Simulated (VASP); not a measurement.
An input for Quantum ESPRESSO's pw.x (written as the equivalent of a VASP run, and not itself run):

```
&CONTROL
  calculation = 'vc-relax'
  pseudo_dir = './pseudo'
  outdir = './out'
  tprnfor = .true.
  tstress = .true.
  nstep = 60
  forc_conv_thr = 0.00039
/
&SYSTEM
  ibrav = 0
  nat = 1
  ntyp = 1
  ecutwfc = 98
  occupations = 'smearing'
  smearing = 'methfessel-paxton'
  degauss = 0.00735
  input_dft = 'rpbe'
  nspin = 2
  starting_magnetization(1) = 0.08
/
&ELECTRONS
  conv_thr = 7.3e-08
  electron_maxstep = 100
/
&IONS
/
&CELL
/
ATOMIC_SPECIES
  Ni 58.693 Ni.upf
CELL_PARAMETERS angstrom
     0.0000000    1.7600000    1.7600000
     1.7600000    0.0000000    1.7600000
     1.7600000    1.7600000    0.0000000
ATOMIC_POSITIONS crystal
  Ni   0.0000000  0.0000000  0.0000000
K_POINTS automatic
  16 16 16 0 0 0
```

**Question.** Write the VASP files for the same calculation (RPBE).

**Answer.** This is not unique; one that fits is 
POSCAR:
```
Ni
1
    0.0000000000     1.7600000000     1.7600000000
    1.7600000000     0.0000000000     1.7600000000
    1.7600000000     1.7600000000     0.0000000000
Ni
1
Direct
  0.0000000000   0.0000000000   0.0000000000
```

### KPOINTS
```
Automatic mesh
0
Gamma
16 16 16
0 0 0
```

INCAR:
```
SYSTEM = Ni
PREC = Accurate; ENCUT = 520; LREAL = .FALSE.
LASPH = .TRUE.
EDIFF = 1E-6; NELM = 100; ALGO = Normal
LMAXMIX = 4
ISMEAR = 1; SIGMA = 0.1
GGA = RP
ISPIN = 2; MAGMOM = 0.8
IBRION = 2; NSW = 60; ISIF = 3
EDIFFG = -0.01
LWAVE = .FALSE.; LCHARG = .FALSE.; LORBIT = 10
```

POTCAR, in this order: Ni (PBE.64 set). Program: vasp_std.

Limits of the translation: the potentials are each code's own (VASP's PAW set, PseudoDojo norm-conserving files in pw.x), so ENCUT and ecutwfc are chosen apart and not converted; conv_thr bounds pw.x's estimated SCF error, while EDIFF bounds the energy change between steps; starting_magnetization is a fraction of the valence charge and MAGMOM a moment in μB, so they match only roughly; forc_conv_thr acts on force components and is met together with etot_conv_thr.

The compound is Ni in the fcc structure. This run relaxes it. Symmetry was kept, so distortions that lower it aren't found.
